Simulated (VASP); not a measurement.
# MgZnO₂ (space group P3m1): computed properties

The numbers are results of PBEsol GGA, VASP's PBE PAW potentials (set 64) (plane waves; VASP), not measurements.

```
Item                                                                                                 Value
-----------------------------------------------  ---------------------------------------------------------
space group                                                                                     P3m1 (156)
cell                                             a = b = 3.264 Å, c = 5.142 Å, α = β = 90.00°, γ = 120.00°
volume per atom                                                                             11.86 Å^3/atom
band gap (over mesh and band path)                                                                 1.69 eV
smallest direct gap (over mesh and band path)                                                      1.69 eV
band-edge character without spin-orbit coupling                                             direct, Γ to Γ
band gap with spin-orbit coupling                                                                  1.67 eV
density                                                                                         4.26 g/cm³
optical Γ-point spectrum                                  130 (×2), 317, 398 (×2), 443, 529, 535 (×2) cm⁻¹
```

```xyz
4
Lattice="3.2635 0.0000 0.0000 -1.6318 2.8263 0.0000 0.0000 0.0000 5.1417" Properties=species:S:1:pos:R:3 pbc="T T T"
Mg     0.0000     1.8842     2.5536
Zn     1.6318     0.9421     0.0180
O      0.0000     1.8842     4.5413
O      1.6318     0.9421     1.9982
```

The structure comes from a computed database's MgZnO2 entry (P3m1); how it stands against other phases isn't given here. It was relaxed first. Symmetry was kept, so distortions that lower it aren't found.
